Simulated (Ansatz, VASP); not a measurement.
# Bi2Te3 (Tellurobismuthite) in two plane-wave programs, part 2 of 3

Wanted: the spread between two codes on one cell, functional and k mesh.  Valence electrons are named where the data sets of a main pair hold unlike numbers.

VASP 6.6.1 and Ansatz 0.2.0.

So far. Step 3 (VASP: band structure, LDA): The run ends at a pressure of -1.87 GPa, with forces up to 0.15 eV/Å.

**4. Differences**

Known differences besides the potentials themselves: the two LDA forms differ slightly; the data sets hold 78 valence electrons in Ansatz (on its default PAW (the set named soft_2) files) and 48 in VASP; the cutoff is 420 eV in Ansatz and 350 eV in VASP; VASP's log shows a relativistic correction to its local exchange, Ansatz's none. Total energies have different zeros and are not compared.

The two programs side by side:

| quantity | Ansatz | VASP | difference |
| --- | --- | --- | --- |
| pressure (GPa) | -1.77 | -1.87 | +0.10 |
| gap over the path points (eV) | 0.210 | 0.197 | +0.013 |

Forces (eV/Å; atoms numbered as in POSCAR):

| atom | Ansatz x, y, z | VASP x, y, z |
| --- | --- | --- |
| Bi1 | 0.000, 0.000, -0.067 | 0.000, 0.000, -0.048 |
| Bi2 | 0.000, 0.000, 0.067 | 0.000, 0.000, 0.048 |
| Te3 | 0.000, 0.000, -0.182 | 0.000, 0.000, -0.150 |
| Te4 | 0.000, 0.000, 0.182 | 0.000, 0.000, 0.150 |
| Te5 | 0.000, 0.000, 0.000 | 0.000, 0.000, 0.000 |

Levels at points of the path, from each program's valence-band top (eV; 4 filled, then empty):

| k (reciprocal lattice) | Ansatz | VASP |
| --- | --- | --- |
| 0.000 0.000 0.000 | -1.68 -0.82 -0.82 0.00 0.21 0.63 0.63 | -1.71 -0.85 -0.85 0.00 0.20 0.61 0.61 |
| 0.143 0.000 0.000 | -1.34 -1.08 -0.99 -0.64 1.21 1.29 1.38 | -1.35 -1.10 -0.99 -0.66 1.20 1.26 1.35 |
| 0.286 0.000 0.000 | -2.27 -1.02 -0.92 -0.66 0.94 1.36 1.51 | -2.28 -1.03 -0.94 -0.66 0.91 1.34 1.49 |
| 0.500 0.000 0.000 | -2.88 -2.40 -0.88 -0.49 0.52 1.04 2.72 | -2.91 -2.42 -0.90 -0.50 0.50 1.02 2.70 |
| 0.500 0.025 -0.025 | -2.74 -2.38 -1.12 -0.68 0.79 1.23 2.72 | -2.77 -2.40 -1.15 -0.69 0.77 1.21 2.70 |
| 0.500 0.101 -0.101 | -2.30 -2.28 -1.64 -1.56 2.16 2.23 2.69 | -2.32 -2.30 -1.66 -1.58 2.15 2.21 2.67 |
| 0.500 0.152 -0.152 | -2.72 -2.06 -1.16 -1.02 1.48 1.75 2.58 | -2.74 -2.08 -1.17 -1.03 1.47 1.73 2.56 |
| 0.777 0.500 0.223 | -2.21 -1.69 -0.79 -0.60 0.95 1.08 2.28 | -2.23 -1.70 -0.81 -0.61 0.93 1.06 2.26 |
| 0.685 0.500 0.315 | -1.56 -1.46 -1.28 -1.17 1.66 1.77 1.87 | -1.58 -1.49 -1.30 -1.18 1.64 1.75 1.85 |
| 0.546 0.500 0.454 | -1.23 -1.21 -0.60 -0.19 0.63 0.72 1.10 | -1.25 -1.23 -0.62 -0.20 0.61 0.70 1.08 |

The forces differ by 14 meV/Å r.m.s., which is 24.0 % of the r.m.s. force of 0.057 eV/Å (both taken over all components). Among the levels compared at these points, filled levels agree within 28 meV and empty ones within 30 meV. Ansatz's pressure holds a Pulay correction of 0.03 GPa; VASP's holds none.

**5. Further runs**

Further runs change the set-up of one program: Ansatz's method, potentials or start, or VASP's data sets, cutoff or form of LDA. The table gives Ansatz less VASP for each quantity, since a change that brings one quantity closer may part another.

| run | r.m.s. force difference (meV/Å) | pressure (GPa) | gap over the path points (eV) |
| --- | --- | --- | --- |
| as above | 14 | 0.100 | 0.013 |
| cores kept as stored | 13 | 0.11 | 0.012 |
| Ansatz's all-electron LAPW method | 13 | 0.12 | 0.013 |
| Ansatz's larger PAW set (cutoff 600 eV) | 13 | 0.13 | 0.015 |
| norm-conserving potentials (cutoff 1120 eV) | 14 | 0.026 | 0.0084 |

**6. Ansatz: band structure, PBE**

Levels along a path test the potential and the projectors away from the mesh points.

The cell is taken from a series of VASP runs on this material, whose earlier steps may have relaxed, scaled or displaced it; both programs get it as it stands.

Contents of input.yaml:

```yaml
crystal:
  lattice:
    - [2.193, 1.2661291403, 10.1656666667]
    - [-2.193, 1.2661291403, 10.1656666667]
    - [0.0, -2.5322582807, 10.1656666667]
  atoms:
    - { symbol: Bi, position: [0.6, 0.6, 0.6] }
    - { symbol: Bi, position: [0.4, 0.4, 0.4] }
    - { symbol: Te, position: [0.7905, 0.7905, 0.7905] }
    - { symbol: Te, position: [0.2095, 0.2095, 0.2095] }
    - { symbol: Te, position: [0.0, 0.0, 0.0] }
hamiltonian:
  xc: pbe
  pseudopotentials: { kind: paw }
kpoints:
  mp_grid: { grid: [6, 6, 6] }
  band_path:
    path:
      - [0.0, 0.0, 0.0]
      - [0.14286, 0.0, 0.0]
      - [0.28571, 0.0, 0.0]
      - [0.5, 0.0, 0.0]
      - [0.5, 0.02529, -0.02529]
      - [0.5, 0.10115, -0.10115]
      - [0.5, 0.15172, -0.15172]
      - [0.77685, 0.5, 0.22315]
      - [0.68457, 0.5, 0.31543]
      - [0.54614, 0.5, 0.45386]
      - [0.5, 0.5, 0.5]
      - [0.35714, 0.35714, 0.35714]
      - [0.14286, 0.14286, 0.14286]
      - [0.0, 0.0, 0.0]
      - [0.09672, 0.0, -0.09672]
      - [0.19343, 0.0, -0.19343]
      - [0.3385, 0.0, -0.3385]
      - [0.63842, 0.36158, 0.0]
      - [0.56921, 0.43079, 0.0]
      - [0.52307, 0.47693, 0.0]
      - [0.5, 0.5, 0.0]
      - [0.56921, 0.56921, 0.07586]
      - [0.61535, 0.61535, 0.12643]
      - [0.6615, 0.6615, 0.17701]
      - [0.61535, 0.61535, 0.26929]
      - [0.54614, 0.54614, 0.40772]
      - [0.5, 0.5, 0.5]
      - [0.59228, 0.09672, 0.09672]
      - [0.68457, 0.19343, 0.19343]
      - [0.82299, 0.3385, 0.3385]
    npoints: 1
scf:
  occupations: { method: gaussian, width: 0.03 }
  n_extra_bands: 8
output:
  forces: true
  stress: true
  eigenvalues: true
```

On the command line:

```sh
$ ansatz run input.yaml --threads 2 --pin off --max-ram 4608MiB --backend cpu --events-out ev --progress --plain --runs-dir out
```

Numbers of over 12 decimals in the logs are rounded to 6 here.

Output:

```text
[...]
Crystal: 5 atoms, lattice volume = 169.357 Å³
Basis set: ecut = 420 eV, 3345 PW (Γ), FFT grids on a1−a3, a2−a3, a3, exchange–correlation on 60×60×144 points (8 copies of the dense FFT grid, shifted against one another)
Bands: 47, of which v1, the nominal top of the filled ones, is band 39 counted from 1 (38 counted from 0)
Symmetry: 12 space group operations
[...]
k-point 0: bands = [... 35 lower, 7.6100, 8.4485, 8.4485, 9.3176, 9.6095, 9.9687, 9.9687, 11.2879, ... 4 higher]
  k-point 1: bands = [... 35 lower, 7.8743, 8.2304, 8.3334, 8.7676, 10.4825, 10.6847, 10.8197, 11.3400, ... 4 higher]
  k-point 2: bands = [... 35 lower, 6.7631, 7.9077, 8.3818, 8.7047, 10.1797, 10.5791, 11.1348, 12.0572, ... 4 higher]
  k-point 31: bands = [... 35 lower, 7.9047, 8.1573, 8.1573, 8.8751, 10.1606, 10.4508, 10.4508, 10.9608, ... 4 higher]
[key lines of the parts left out:]
SCF converged after 7 iterations
Free energy (F): -45734.108669 eV
Fermi energy:    9.463567 eV
P = ⅓ Tr σ = 1.9014 GPa (19.014 kbar)
```

Wall time 13 s (2 threads of Arm Neoverse V2, shared host); peak memory 0.52 GiB.

**7. VASP: band structure, PBE**

The same cell, functional, mesh and smearing now go to VASP, with its own data sets.

Contents of INCAR:

```
SYSTEM = Bi2Te3
PREC = Accurate
ENCUT = 350
EDIFF = 1E-06
NELM = 100
ISMEAR = 0
SIGMA = 0.03
LREAL = .FALSE.
ALGO = Normal
GGA = PE
NBANDS = 39
LORBIT = 11
LWAVE = .FALSE.
LCHARG = .FALSE.
KPAR = 4
```

Contents of POSCAR:

```
Bi2Te3
1.0
    2.1930000000      1.2661291403     10.1656666667
   -2.1930000000      1.2661291403     10.1656666667
    0.0000000000     -2.5322582807     10.1656666667
Bi Te
2 3
Direct
    0.6000000000      0.6000000000      0.6000000000
    0.4000000000      0.4000000000      0.4000000000
    0.7905000000      0.7905000000      0.7905000000
    0.2095000000      0.2095000000      0.2095000000
    0.0000000000      0.0000000000      0.0000000000
```

Contents of KPOINTS:

```
Automatic mesh
0
Gamma
6 6 6
0 0 0
```

Contents of KPOINTS_OPT:

```
Line mode
8
Line-mode
Reciprocal
  0.00000000   0.00000000   0.00000000 GAMMA
  0.50000000   0.00000000   0.00000000 L

  0.50000000   0.00000000   0.00000000 L
  0.50000000   0.17700839  -0.17700839 B1

  0.82299161   0.50000000   0.17700839 B
  0.50000000   0.50000000   0.50000000 Z

  0.50000000   0.50000000   0.50000000 Z
  0.00000000   0.00000000   0.00000000 GAMMA

  0.00000000   0.00000000   0.00000000 GAMMA
  0.33850420   0.00000000  -0.33850420 X

  0.66149580   0.33850420   0.00000000 Q
  0.50000000   0.50000000   0.00000000 F

  0.50000000   0.50000000   0.00000000 F
  0.66149580   0.66149580   0.17700839 P1

  0.66149580   0.66149580   0.17700839 P1
  0.50000000   0.50000000   0.50000000 Z

  0.50000000   0.00000000   0.00000000 L
  0.82299161   0.33850420   0.33850420 P
```

Potentials, in the order of the species: Bi_d and Te (PBE family, release 64).

On the command line:

```sh
$ mpirun -np 4 vasp_std
```

Output:

```text
[banner, memory and clock lines left out]
running    4 mpi-ranks, on    1 nodes
[...]
LDA part: xc-table for (Slater+PW92), standard interpolation
 POSCAR, INCAR and KPOINTS ok, starting setup
[...]
entering main loop
       N       E                     dE             d eps       ncg     rms          rms(c)
DAV:   1     0.378845130528E+03    0.37885E+03   -0.17128E+04  2512   0.895E+02
DAV:   2     0.206212140113E+02   -0.35822E+03   -0.33914E+03  2643   0.275E+02
DAV:   3    -0.171152190978E+02   -0.37736E+02   -0.36749E+02  3065   0.106E+02
DAV:   4    -0.185290588616E+02   -0.14138E+01   -0.14101E+01  2971   0.231E+01
[...]
DAV:  12    -0.183291033356E+02   -0.66238E-05   -0.14267E-05  2677   0.151E-02    0.134E-02
DAV:  13    -0.183291052481E+02   -0.19125E-05   -0.33541E-06  2613   0.951E-03    0.208E-03
DAV:  14    -0.183291052568E+02   -0.87311E-08   -0.27063E-07  1824   0.333E-03
   1 F= -.18329105E+02 E0= -.18329105E+02  d E =-.128699E-12
 Start KPOINTS_OPT (optional k-point list driver)
k-point batch [1-32\72]
       N       E                     dE             ncg
DAV:   1     0.261632097207E+04   -0.17109E+05     2512
DAV:   2    -0.878483501317E+04   -0.11401E+05     2656
DAV:   3    -0.100173574290E+05   -0.12325E+04     3002
DAV:   4    -0.100644198560E+05   -0.47062E+02     2948
DAV:   5    -0.100667382330E+05   -0.23184E+01     3707
DAV:   6    -0.100667653911E+05   -0.27158E-01     3199
DAV:   7    -0.100667662293E+05   -0.83815E-03     3751
DAV:   8    -0.100667662391E+05   -0.97904E-05     2754
DAV:   9    -0.100667662395E+05   -0.44035E-06     1826
[...]
k-point batch [65-72\72]
       N       E                     dE             ncg
DAV:   1     0.228480079103E+05   -0.81195E+04      624
DAV:   2     0.199823513750E+05   -0.28657E+04      640
DAV:   3     0.196862246625E+05   -0.29613E+03      758
DAV:   4     0.196756694398E+05   -0.10555E+02      744
DAV:   5     0.196751183806E+05   -0.55106E+00      961
DAV:   6     0.196751125039E+05   -0.58766E-02      770
DAV:   7     0.196751122995E+05   -0.20437E-03      961
DAV:   8     0.196751122970E+05   -0.25317E-05      675
DAV:   9     0.196751122969E+05   -0.11094E-06      473
```

OUTCAR, selected parts (step 7):

```text
  Total        1.8378092      1.8378092      1.6522957      0.0000000     -0.0000000      0.0000000
  in kB       17.3863032     17.3863032     15.6312825      0.0000000     -0.0000000      0.0000000
  external PRESSURE =      16.8012963 kB  Pullay stress =       0.0000000 kB

 POSITION                                       TOTAL-FORCE (eV/Angst)
 -----------------------------------------------------------------------------------
      0.00000     -0.00000     18.29820         0.000000      0.000000     -0.014677
      0.00000     -0.00000     12.19880         0.000000     -0.000000      0.014677
      0.00000     -0.00000     24.10788         0.000000      0.000000     -0.023252
      0.00000     -0.00000      6.38912         0.000000     -0.000000      0.023252
      0.00000      0.00000      0.00000         0.000000      0.000000      0.000000
 -----------------------------------------------------------------------------------
    total drift:                               -0.000000     -0.000000     -0.000000

  FREE ENERGIE OF THE ION-ELECTRON SYSTEM (eV)
  ---------------------------------------------------
  free  energy   TOTEN  =       -18.3291052568 eV

  energy  without entropy=      -18.3291052568  energy(sigma->0) =      -18.32910526

[... 2 parts as in an earlier step ...]

[... 1 further part left out ...]
[key lines of the parts left out:]
E-fermi :   6.3685
```

The run ends at a pressure of 1.68 GPa, with forces up to 0.023 eV/Å.

**8. Comparison**

What differs besides the data sets and the points named for the pairs above, as far as they apply: the data sets hold 78 valence electrons in Ansatz (on its default PAW (the set named soft_2) files) and 48 in VASP; VASP leaves aspherical gradient terms in its spheres out (LASPH is not set), Ansatz keeps them. Total energies have different zeros and are not compared.

Both answers:

| quantity | Ansatz | VASP | difference |
| --- | --- | --- | --- |
| pressure (GPa) | 1.90 | 1.68 | +0.22 |
| gap over the path points (eV) | 0.292 | 0.280 | +0.012 |

Levels at points of the path, from each program's valence-band top (eV; 4 filled, then empty):

| k (reciprocal lattice) | Ansatz | VASP |
| --- | --- | --- |
| 0.000 0.000 0.000 | -1.71 -0.87 -0.87 0.00 0.29 0.65 0.65 | -1.71 -0.87 -0.87 0.00 0.28 0.64 0.64 |
| 0.143 0.000 0.000 | -1.34 -1.12 -0.98 -0.66 1.25 1.32 1.39 | -1.35 -1.12 -0.97 -0.67 1.24 1.31 1.38 |
| 0.286 0.000 0.000 | -2.26 -1.03 -0.96 -0.66 0.98 1.38 1.54 | -2.27 -1.04 -0.96 -0.66 0.97 1.37 1.53 |
| 0.500 0.000 0.000 | -2.91 -2.42 -0.92 -0.51 0.58 1.06 2.75 | -2.92 -2.42 -0.92 -0.51 0.56 1.05 2.74 |
| 0.500 0.025 -0.025 | -2.76 -2.39 -1.15 -0.69 0.84 1.24 2.75 | -2.77 -2.40 -1.16 -0.70 0.83 1.24 2.74 |
| 0.500 0.101 -0.101 | -2.31 -2.30 -1.66 -1.58 2.19 2.26 2.72 | -2.32 -2.30 -1.66 -1.58 2.19 2.25 2.71 |
| 0.500 0.152 -0.152 | -2.73 -2.08 -1.18 -1.03 1.52 1.78 2.61 | -2.73 -2.09 -1.18 -1.04 1.51 1.77 2.60 |
| 0.777 0.500 0.223 | -2.22 -1.70 -0.83 -0.61 0.99 1.12 2.31 | -2.23 -1.71 -0.83 -0.62 0.98 1.11 2.30 |
| 0.685 0.500 0.315 | -1.57 -1.49 -1.30 -1.18 1.69 1.80 1.90 | -1.57 -1.49 -1.31 -1.18 1.68 1.79 1.89 |
| 0.546 0.500 0.454 | -1.26 -1.23 -0.63 -0.20 0.67 0.77 1.11 | -1.27 -1.23 -0.64 -0.20 0.66 0.76 1.11 |

At this near-relaxed geometry the largest component of a force difference is 15 meV/Å. Among the levels compared at these points, filled levels agree within 11 meV and empty ones within 18 meV.

**9. VASP: band structure, LDA, spin-orbit coupling**

Levels along a path test the potential and the projectors away from the mesh points.

INCAR: that of step 7 with these lines changed.

```diff
@@ -9,4 +9,9 @@
 ALGO = Normal
-GGA = PE
-NBANDS = 39
+GGA = CA
+LNONCOLLINEAR = .TRUE.
+MAGMOM = 0 0 0 0 0 0 0 0 0 0 0 0 0 0 0
+NBANDS = 60
+GGA_COMPAT = .FALSE.
+LASPH = .TRUE.
+LSORBIT = .TRUE.
 LORBIT = 11
```

POSCAR is that of step 7.

KPOINTS is that of step 7.

KPOINTS_OPT is that of step 7.

PAW data sets: Bi_d and Te (LDA family, release 64).

On the command line:

```sh
$ mpirun -np 4 vasp_ncl
```

Output:

```text
[... set-up lines as in an earlier step ...]
 entering main loop
       N       E                     dE             d eps       ncg     rms          rms(c)
DAV:   1     0.405518433900E+03    0.40552E+03   -0.17492E+04  3896   0.117E+03
DAV:   2     0.248376023768E+02   -0.38068E+03   -0.36659E+03  4212   0.345E+02
DAV:   3    -0.211693878872E+02   -0.46007E+02   -0.44659E+02  4712   0.146E+02
DAV:   4    -0.233954625642E+02   -0.22261E+01   -0.21943E+01  4548   0.348E+01
[...]
DAV:  12    -0.233292856182E+02   -0.19350E-05   -0.19945E-05  3840   0.215E-02    0.182E-02
DAV:  13    -0.233292875083E+02   -0.18901E-05   -0.42949E-06  4456   0.108E-02    0.889E-03
DAV:  14    -0.233292879914E+02   -0.48309E-06   -0.44359E-07  2260   0.583E-03
   1 F= -.23329288E+02 E0= -.23329288E+02  d E =-.490320E-06  mag=     0.0000    -0.0000    -0.0000
 Start KPOINTS_OPT (optional k-point list driver)
k-point batch [1-32\72]
       N       E                     dE             ncg
DAV:   1     0.361067403033E+04   -0.14575E+05     3920
DAV:   2    -0.859091864182E+04   -0.12202E+05     4220
DAV:   3    -0.101233874408E+05   -0.15325E+04     4712
DAV:   4    -0.102045673757E+05   -0.81180E+02     4552
[...]
DAV:   8    -0.102087148892E+05   -0.62209E-04     5140
DAV:   9    -0.102087148916E+05   -0.23821E-05     3300
DAV:  10    -0.102087148919E+05   -0.30367E-06     2576
[...]
k-point batch [65-72\72]
       N       E                     dE             ncg
DAV:   1     0.227579174657E+05   -0.77863E+04      968
DAV:   2     0.197322353136E+05   -0.30257E+04     1064
DAV:   3     0.193745483686E+05   -0.35769E+03     1112
DAV:   4     0.193571064623E+05   -0.17442E+02     1168
DAV:   5     0.193561221125E+05   -0.98435E+00     1392
DAV:   6     0.193561034181E+05   -0.18694E-01     1372
DAV:   7     0.193561027327E+05   -0.68538E-03     1440
DAV:   8     0.193561027197E+05   -0.13021E-04     1296
DAV:   9     0.193561027191E+05   -0.56252E-06      804
```

OUTCAR, selected parts (step 9):

```text
  Total       -1.3963077     -1.3963077     -1.8735622      0.0000000      0.0000000      0.0000000
  in kB      -13.2095479    -13.2095479    -17.7245388      0.0000000      0.0000000      0.0000000
  external PRESSURE =     -14.7145448 kB  Pullay stress =       0.0000000 kB

 POSITION                                       TOTAL-FORCE (eV/Angst)
 -----------------------------------------------------------------------------------
      0.00000     -0.00000     18.29820         0.000000      0.000000     -0.010898
      0.00000     -0.00000     12.19880         0.000000     -0.000000      0.010898
      0.00000     -0.00000     24.10788         0.000000      0.000000     -0.009482
      0.00000     -0.00000      6.38912         0.000000     -0.000000      0.009482
      0.00000      0.00000      0.00000         0.000000      0.000000     -0.000000
 -----------------------------------------------------------------------------------
    total drift:                               -0.000000     -0.000000      0.000000

  FREE ENERGIE OF THE ION-ELECTRON SYSTEM (eV)
  ---------------------------------------------------
  free  energy   TOTEN  =       -23.3292879914 eV

  energy  without entropy=      -23.3292875011  energy(sigma->0) =      -23.32928775

 magnetization (x)
# of ion       s       p       d       tot
------------------------------------------
    1        0.000  -0.000   0.000  -0.000
    2        0.000  -0.000   0.000  -0.000
    3        0.000   0.000   0.000   0.000
    4        0.000  -0.000   0.000  -0.000
    5       -0.000   0.000   0.000  -0.000
--------------------------------------------------
tot          0.000  -0.000   0.000  -0.000

 magnetization (y)
# of ion       s       p       d       tot
------------------------------------------
    1        0.000   0.000   0.000   0.000
    2        0.000   0.000   0.000   0.000
    3        0.000   0.000   0.000   0.000
    4        0.000   0.000   0.000   0.000
    5        0.000   0.000   0.000   0.000
--------------------------------------------------
tot          0.000   0.000   0.000   0.000

 magnetization (z)
# of ion       s       p       d       tot
------------------------------------------
    1        0.000   0.000   0.000   0.000
    2        0.000   0.000   0.000   0.000
    3        0.000   0.000   0.000   0.000
    4        0.000   0.000   0.000   0.000
    5        0.000   0.000   0.000   0.000
--------------------------------------------------
tot          0.000   0.000   0.000   0.000

[... 1 part as in an earlier step ...]

[... 2 further parts left out ...]
[key lines of the parts left out:]
E-fermi :   5.9577
```

VASP adds spin-orbit coupling inside the spheres on scalar-relativistic partial waves, which describe the 6p1/2 states imperfectly, so such gaps can be off by a tenth of an eV or more.

[end of part 2 of 3]

[Lines on the potential files, build, host, timing and source positions are cut from VASP's logs without a mark.]

[Logs are printed without paths, hosts, clocks, repeated set-up lines and the standing remarks that a program may print on its own settings, such as how far it seeks lower states.]

[Hosts, paths, dates, database ids (printed as entryN), source tags and the programs' standing remarks are cut or masked in the printed files.]
